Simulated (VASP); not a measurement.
Level of theory: r2SCAN+rVV10, VASP's PBE PAW potentials (set 64) (plane waves; VASP).

Input for VASP

File POSCAR:
```
C
1.0
  1.2033808019  -2.0843162085   0.0000000000
  1.2033808019   2.0843162085   0.0000000000
  0.0000000000   0.0000000000   6.5127704338
C
4
Cart
  0.0000000000   0.0000000000   1.6281926085
  0.0000000000   0.0000000000   4.8845778254
  1.2033808019   0.6947734590   1.6281926085
  1.2033808019  -0.6947734590   4.8845778254
```

**KPOINTS**
```
kpoints
0
gamma
10 10 4
0 0 0
```

### INCAR
```
! general
SYSTEM   = C
PREC     = Accurate
ENCUT    = 520
LREAL    = .FALSE.   ! projection in real space or not
LASPH    = .TRUE.   ! aspherical one-centre terms

! electronic loop
EDIFF    = 1E-7   ! SCF stop (eV)
NELM     = 100
ALGO     = Normal   ! blocked Davidson
LMIXTAU  = .TRUE.

! smearing
ISMEAR   = 0   ! Gaussian
SIGMA    = 0.05   ! width (eV)

! functional
METAGGA  = R2SCAN
LUSE_VDW = .TRUE.
BPARAM   = 11.95
CPARAM   = 0.0093

! ions
IBRION   = 2   ! conjugate gradients
NSW      = 30
ISIF     = 4   ! ions and shape, fixed volume
EDIFFG   = -0.01

! output
LWAVE    = .FALSE.
LCHARG   = .FALSE.
```

POTCAR, in this order: C (PBE.64 set). Program: vasp_std.

Q: Estimate the energy per atom (σ→0).

A: 
- energy per atom (σ→0) = -9.853 eV/atom

### OSZICAR
```
...
DAV:   8    -0.394125709485E+02    0.19862E-05   -0.23759E-06  1128   0.187E-02    0.158E-03
DAV:   9    -0.394125726309E+02   -0.16824E-05   -0.24749E-06  1044   0.203E-02    0.105E-03
DAV:  10    -0.394125758722E+02   -0.32413E-05   -0.71217E-07  1052   0.117E-02    0.588E-04
DAV:  11    -0.394125756920E+02    0.18021E-06   -0.24271E-08   788   0.202E-03    0.408E-04
DAV:  12    -0.394125755512E+02    0.14075E-06   -0.52619E-09   572   0.107E-03    0.623E-04
DAV:  13    -0.394125756875E+02   -0.13627E-06   -0.18061E-09   524   0.562E-04    0.121E-04
DAV:  14    -0.394125757527E+02   -0.65180E-07   -0.59603E-10   516   0.347E-04
   3 F= -.39412576E+02 E0= -.39412576E+02  d E =-.104408E+00
```

The compound is C in the graphite structure. This cell is one point of a volume scan, at 0.94 of the reference volume. Symmetry was kept, so distortions that lower it aren't found.
